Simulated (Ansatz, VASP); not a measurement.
# Ca3PbS: VASP beside Ansatz

Wanted: the spread between two codes on one cell, functional and k mesh. The cell is generated by rule, not measured, and may not be a known phase. The cell is taken from a series of runs on this material, whose earlier steps may have relaxed, scaled, displaced or heated it; both programs get it as it stands.

Calculated with Ansatz 0.2.0; plane waves, with VASP 6.6.1 beside it; zone-centre phonons at LDA.

The structure was built from a prototype and need not be the compound's stable phase.

### Step 1. The starting structure

It takes space group Pm-3m (No. 221, cubic). The conventional cell has a = 5.191 Å, b = 5.191 Å, c = 5.191 Å, α = 90.00°, β = 90.00°, γ = 90.00°. Nearest to Pb lie 12 Ca at 3.67 Å. Nearest to S lie 6 Ca at 2.60 Å. Nearest to Ca lie 2 S at 2.60 Å. Farther neighbours and most contacts between anions are not listed.

Coordinates:

```cif
data_structure
_symmetry_space_group_name_H-M 'P 1'
_symmetry_Int_Tables_number 1
_cell_length_a 5.1909
_cell_length_b 5.1909
_cell_length_c 5.1909
_cell_angle_alpha 90.000
_cell_angle_beta 90.000
_cell_angle_gamma 90.000
_cell_volume 139.87
loop_
_atom_site_label
_atom_site_type_symbol
_atom_site_fract_x
_atom_site_fract_y
_atom_site_fract_z
_atom_site_occupancy
Pb1 Pb 0.00000 0.00000 0.00000 1
S2 S 0.50000 0.50000 0.50000 1
Ca3 Ca 0.50000 0.50000 0.00000 1
Ca4 Ca 0.50000 0.00000 0.50000 1
Ca5 Ca 0.00000 0.50000 0.50000 1
```

### Step 2. VASP: zone-centre phonons, LDA

Second derivatives magnify differences that forces hide, and they need a tight electronic threshold.

Lines of VASP's logs that name or quote its potential files are left out, and so is its time.

File INCAR:

```
SYSTEM = Ca3PbS
PREC = Accurate
ENCUT = 500
EDIFF = 1E-08
NELM = 120
ISMEAR = 1
SIGMA = 0.2
LREAL = .FALSE.
ALGO = Normal
GGA = PW92
NBANDS = 31
LORBIT = 11
LWAVE = .FALSE.
LCHARG = .FALSE.
ISIF = 2
IBRION = 8
LASPH = .TRUE.
GGA_COMPAT = .FALSE.
KPAR = 2
```

File POSCAR:

```
Ca3PbS
1.0
    5.1909141566      0.0000000000      0.0000000000
    0.0000000000      5.1909141566      0.0000000000
    0.0000000000      0.0000000000      5.1909141566
Pb S Ca
1 1 3
Direct
    0.0000000000      0.0000000000      0.0000000000
    0.5000000000      0.5000000000      0.5000000000
    0.5000000000      0.5000000000      0.0000000000
    0.5000000000      0.0000000000      0.5000000000
    0.0000000000      0.5000000000      0.5000000000
```

File KPOINTS:

```
Automatic mesh
0
Gamma
8 8 8
0 0 0
```

PAW data sets: Pb_d, S and Ca_sv (LDA family, release 64).

On the command line:

```sh
$ mpirun -np 2 vasp_std
```

Numbers of over 12 decimals in the logs are rounded to 6 here.

The program printed:

```text
[banner, memory and clock lines left out]
running    2 mpi-ranks, on    1 nodes
 distrk:  each k-point on    1 cores,    2 groups
 distr:  one band on    1 cores,    1 groups

 POSCAR found type information on POSCAR PbS Ca
 POSCAR found :  3 types and       5 ions
|                                                                             |
|               ----> ADVICE to this user running VASP <----                  |
|                                                                             |
|     You enforced a specific xc type in the INCAR file but a different       |
|     [... a line on the potential file left out ...]
|     I HOPE YOU KNOW WHAT YOU ARE DOING!                                     |
|                                                                             |

 LDA part: xc-table for (Slater(with rela. corr.)+PW92), standard interpolation
 POSCAR, INCAR and KPOINTS ok, starting setup
 FFT: planning ... GRIDC
 FFT: planning ... GRID_SOFT
 FFT: planning ... GRID
 WAVECAR not read
 entering main loop
       N       E                     dE             d eps       ncg     rms          rms(c)
DAV:   1     0.544271609023E+03    0.54427E+03   -0.23698E+04  2170   0.155E+03
DAV:   2     0.258715522228E+02   -0.51840E+03   -0.50772E+03  2198   0.464E+02
DAV:   3    -0.189129389625E+02   -0.44784E+02   -0.44170E+02  3501   0.131E+02
DAV:   4    -0.218246268996E+02   -0.29117E+01   -0.28952E+01  3293   0.281E+01
DAV:   5    -0.220638739393E+02   -0.23925E+00   -0.23903E+00  3767   0.712E+00    0.808E+00
DAV:   6    -0.215131612101E+02    0.55071E+00   -0.13039E+00  2669   0.487E+00    0.533E+00
DAV:   7    -0.214282315677E+02    0.84930E-01   -0.52551E-01  2976   0.362E+00    0.203E+00
DAV:   8    -0.214233691680E+02    0.48624E-02   -0.12500E-01  3091   0.137E+00    0.499E-01
DAV:   9    -0.214225639752E+02    0.80519E-03   -0.12880E-02  3293   0.466E-01    0.177E-01
DAV:  10    -0.214227614967E+02   -0.19752E-03   -0.15479E-03  3132   0.152E-01    0.623E-02
DAV:  11    -0.214227725267E+02   -0.11030E-04   -0.41594E-04  2959   0.836E-02    0.275E-02
DAV:  12    -0.214227681229E+02    0.44037E-05   -0.49813E-05  3031   0.317E-02    0.577E-03
DAV:  13    -0.214227687232E+02   -0.60029E-06   -0.71085E-06  3555   0.855E-03    0.424E-03
DAV:  14    -0.214227686956E+02    0.27561E-07   -0.20774E-07  2377   0.201E-03    0.235E-03
DAV:  15    -0.214227686826E+02    0.13037E-07   -0.48326E-08  2132   0.873E-04    0.594E-04
DAV:  16    -0.214227686818E+02    0.83764E-09   -0.74564E-09  1820   0.476E-04
   1 F= -.21422769E+02 E0= -.21424543E+02  d E =0.532408E-02
 Linear response reoptimize wavefunctions to high precision
DAV:   1    -0.214227686821E+02   -0.30741E-09   -0.34790E-09  1932   0.293E-04
DAV:   2    -0.214227686821E+02   -0.20009E-10   -0.58521E-10  1673   0.173E-04
 Linear response DOF=           4
 Linear response progress:
  Degree of freedom:   1/  4
       N       E                     dE             d eps       ncg     rms          rms(c)
RMM:   1    -0.340761232119E+00   -0.34076E+00   -0.19666E-01  6499   0.271E+00
RMM:   2    -0.342972787901E+00   -0.22116E-02   -0.95728E-03  7552   0.375E-01    0.400E-02
RMM:   3    -0.342963762968E+00    0.90249E-05   -0.92890E-04  7992   0.120E-01    0.261E-02
RMM:   4    -0.343031176847E+00   -0.67414E-04   -0.25475E-04  8638   0.650E-02    0.546E-03
RMM:   5    -0.342997181518E+00    0.33995E-04   -0.47005E-05  8850   0.274E-02    0.387E-03
RMM:   6    -0.342998538934E+00   -0.13574E-05   -0.21219E-05 10045   0.138E-02    0.133E-03
RMM:   7    -0.342995307157E+00    0.32318E-05   -0.74506E-06  9853   0.768E-03    0.787E-04
RMM:   8    -0.342988708844E+00    0.65983E-05   -0.34358E-06 11019   0.418E-03    0.276E-04
RMM:   9    -0.342988420935E+00    0.28791E-06   -0.19624E-06 11125   0.244E-03    0.223E-04
RMM:  10    -0.342987100814E+00    0.13201E-05   -0.93347E-07 10771   0.161E-03    0.681E-05
RMM:  11    -0.342986757070E+00    0.34374E-06   -0.41339E-07 11378   0.106E-03    0.452E-05
RMM:  12    -0.342986825760E+00   -0.68689E-07   -0.37708E-07 11581   0.733E-04    0.300E-05
RMM:  13    -0.342986612235E+00    0.21352E-06   -0.10707E-07 11593   0.505E-04    0.188E-05
RMM:  14    -0.342986417956E+00    0.19428E-06   -0.16207E-07 11228   0.373E-04    0.120E-05
RMM:  15    -0.342986509109E+00   -0.91152E-07   -0.97828E-08 11332   0.280E-04    0.970E-06
RMM:  16    -0.342986488725E+00    0.20384E-07   -0.67913E-08 12030   0.217E-04    0.786E-06
RMM:  17    -0.342986581318E+00   -0.92593E-07   -0.68869E-08 10610   0.182E-04    0.232E-05
RMM:  18    -0.342986472432E+00    0.10889E-06   -0.48782E-08  9679   0.157E-04    0.109E-05
RMM:  19    -0.342986460075E+00    0.12357E-07   -0.53582E-08 11490   0.127E-04    0.106E-05
RMM:  20    -0.342986444044E+00    0.16031E-07   -0.30494E-08 11806   0.110E-04    0.967E-06
RMM:  21    -0.342986435713E+00    0.83313E-08   -0.37444E-08 10956   0.975E-05    0.952E-06
 first order change of Fermi-energy  -0.23526E-03
 force on displaced ion       1 direction 1 :  -1.155   0.000   0.000
 Linear response progress:
  Degree of freedom:   2/  4
       N       E                     dE             d eps       ncg     rms          rms(c)
RMM:   1    -0.129095567143E+00   -0.12910E+00   -0.97951E-02  9461   0.105E+00
RMM:   2    -0.116526743344E+00    0.12569E-01   -0.18525E-02  9844   0.358E-01    0.104E-01
RMM:   3    -0.117072729965E+00   -0.54599E-03   -0.20376E-03  8705   0.151E-01    0.427E-02
RMM:   4    -0.117646194333E+00   -0.57346E-03   -0.79301E-04  9020   0.728E-02    0.178E-02
RMM:   5    -0.117708033006E+00   -0.61839E-04   -0.24286E-04  9633   0.362E-02    0.152E-02
RMM:   6    -0.117757934784E+00   -0.49902E-04   -0.64087E-05 10393   0.184E-02    0.606E-03
RMM:   7    -0.117778653376E+00   -0.20719E-04   -0.24033E-05  9911   0.983E-03    0.497E-03
RMM:   8    -0.117788231783E+00   -0.95784E-05   -0.11673E-05 10681   0.582E-03    0.190E-03
RMM:   9    -0.117790190944E+00   -0.19592E-05    0.13841E-05 10836   0.336E-03    0.107E-03
RMM:  10    -0.117793943295E+00   -0.37524E-05   -0.14419E-05 10950   0.223E-03    0.395E-04
RMM:  11    -0.117795514238E+00   -0.15709E-05    0.19286E-05 11591   0.146E-03    0.223E-04
RMM:  12    -0.117796649906E+00   -0.11357E-05   -0.77139E-06 10867   0.993E-04    0.652E-05
RMM:  13    -0.117797479046E+00   -0.82914E-06    0.74185E-06 10550   0.738E-04    0.274E-05
RMM:  14    -0.117797002897E+00    0.47615E-06   -0.18959E-06 10672   0.515E-04    0.752E-05
[...]
RMM:  18    -0.117798045283E+00   -0.25074E-06   -0.11562E-07  9700   0.176E-04    0.169E-05
RMM:  19    -0.117797974504E+00    0.70780E-07   -0.74454E-08  9977   0.132E-04    0.871E-06
RMM:  20    -0.117798041896E+00   -0.67392E-07   -0.14118E-07  9994   0.109E-04    0.861E-06
RMM:  21    -0.117798041009E+00    0.88658E-09    0.61798E-07 10489   0.915E-05    0.379E-06
RMM:  22    -0.117798040996E+00    0.13782E-10   -0.67864E-07  9244   0.793E-05    0.265E-06
RMM:  23    -0.117798038393E+00    0.26026E-08    0.26263E-07  8788   0.707E-05    0.242E-06
RMM:  24    -0.117798049552E+00   -0.11159E-07   -0.28464E-07  8775   0.651E-05    0.194E-06
RMM:  25    -0.117798047909E+00    0.16430E-08    0.24417E-08  7972   0.609E-05    0.211E-06
 first order change of Fermi-energy  -0.32532E-03
 force on displaced ion       2 direction 1 :  -9.664   0.000  -0.000
 Linear response progress:
  Degree of freedom:   3/  4
       N       E                     dE             d eps       ncg     rms          rms(c)
RMM:   1    -0.452224970589E+00   -0.45222E+00    0.17727E+00  9196   0.848E+00
RMM:   2    -0.412942190407E+00    0.39283E-01   -0.12828E-01 13801   0.167E+00    0.177E-01
RMM:   3    -0.415268817831E+00   -0.23266E-02   -0.23590E-02 15053   0.450E-01    0.159E-01
RMM:   4    -0.415623971035E+00   -0.35515E-03   -0.19234E-03 16367   0.181E-01    0.889E-02
RMM:   5    -0.415427360794E+00    0.19661E-03   -0.64206E-04 17075   0.895E-02    0.299E-02
RMM:   6    -0.415357561134E+00    0.69800E-04   -0.17709E-04 18047   0.415E-02    0.252E-03
RMM:   7    -0.415346783204E+00    0.10778E-04   -0.95421E-05 17213   0.231E-02    0.328E-03
RMM:   8    -0.415343607908E+00    0.31753E-05   -0.49394E-05 18359   0.140E-02    0.133E-03
RMM:   9    -0.415339915233E+00    0.36927E-05   -0.35792E-05 19532   0.992E-03    0.390E-04
RMM:  10    -0.415340189575E+00   -0.27434E-06   -0.25088E-05 18793   0.724E-03    0.141E-04
RMM:  11    -0.415339968058E+00    0.22152E-06   -0.19519E-05 18811   0.577E-03    0.114E-04
RMM:  12    -0.415340829870E+00   -0.86181E-06   -0.15224E-05 17967   0.485E-03    0.902E-05
RMM:  13    -0.415341494514E+00   -0.66464E-06   -0.11928E-05 19553   0.413E-03    0.953E-05
RMM:  14    -0.415342255343E+00   -0.76083E-06   -0.11584E-05 15992   0.375E-03    0.412E-05
[...]
RMM:  18    -0.415343919564E+00   -0.55488E-06   -0.60127E-06 16616   0.244E-03    0.520E-05
RMM:  19    -0.415343789923E+00    0.12964E-06   -0.50429E-06 15962   0.221E-03    0.133E-04
RMM:  20    -0.415344015703E+00   -0.22578E-06   -0.48226E-06 18800   0.199E-03    0.150E-04
RMM:  21    -0.415344089102E+00   -0.73399E-07   -0.42291E-06 17667   0.183E-03    0.177E-04
RMM:  22    -0.415344244119E+00   -0.15502E-06   -0.39105E-06 18639   0.170E-03    0.194E-04
RMM:  23    -0.415344334071E+00   -0.89952E-07   -0.33959E-06 18630   0.158E-03    0.213E-04
RMM:  24    -0.415344409166E+00   -0.75095E-07   -0.30496E-06 17601   0.147E-03    0.230E-04
RMM:  25    -0.415344609872E+00   -0.20071E-06   -0.24420E-06 18014   0.139E-03    0.227E-04
 first order change of Fermi-energy   0.28890E-03
 force on displaced ion       3 direction 1 :  -1.049   0.000   0.000
 Linear response progress:
  Degree of freedom:   4/  4
       N       E                     dE             d eps       ncg     rms          rms(c)
RMM:   1    -0.442454460381E+00   -0.44245E+00    0.17791E+00  5786   0.795E+00
RMM:   2    -0.404829877243E+00    0.37625E-01   -0.10995E-01  7978   0.150E+00    0.217E-01
RMM:   3    -0.405766002434E+00   -0.93613E-03   -0.19431E-02  9138   0.496E-01    0.157E-01
RMM:   4    -0.405367395833E+00    0.39861E-03   -0.26860E-03  9697   0.207E-01    0.535E-02
RMM:   5    -0.405285507062E+00    0.81889E-04   -0.75862E-04 10347   0.847E-02    0.295E-02
RMM:   6    -0.405089000002E+00    0.19651E-03   -0.15387E-04  9830   0.450E-02    0.211E-02
RMM:   7    -0.405176338905E+00   -0.87339E-04   -0.80140E-05  9951   0.259E-02    0.335E-03
RMM:   8    -0.405164889479E+00    0.11449E-04   -0.34864E-05 11139   0.132E-02    0.125E-03
RMM:   9    -0.405158549782E+00    0.63397E-05   -0.19516E-05 11039   0.822E-03    0.714E-04
RMM:  10    -0.405163838414E+00   -0.52886E-05   -0.12724E-05 11335   0.545E-03    0.347E-04
RMM:  11    -0.405165012210E+00   -0.11738E-05   -0.89862E-06 11906   0.374E-03    0.406E-04
RMM:  12    -0.405165479665E+00   -0.46746E-06   -0.66284E-06 11519   0.278E-03    0.374E-04
RMM:  13    -0.405166312472E+00   -0.83281E-06   -0.58804E-06  9600   0.231E-03    0.340E-04
 first order change of Fermi-energy   0.57088E-03
 force on displaced ion       3 direction 3 :  -0.000   0.000 -11.876
 Linear response finished
```

(Continued in part 2 of 2.)

[Lines on the potential files, build, host, timing and source positions are cut from VASP's logs without a mark.]

[Logs are printed without paths, hosts, clocks, repeated set-up lines and the standing remarks that a program may print on its own settings, such as how far it seeks lower states.]

[Hosts, paths, dates, database ids (printed as entryN), source tags and the programs' standing remarks are cut or masked in the printed files.]
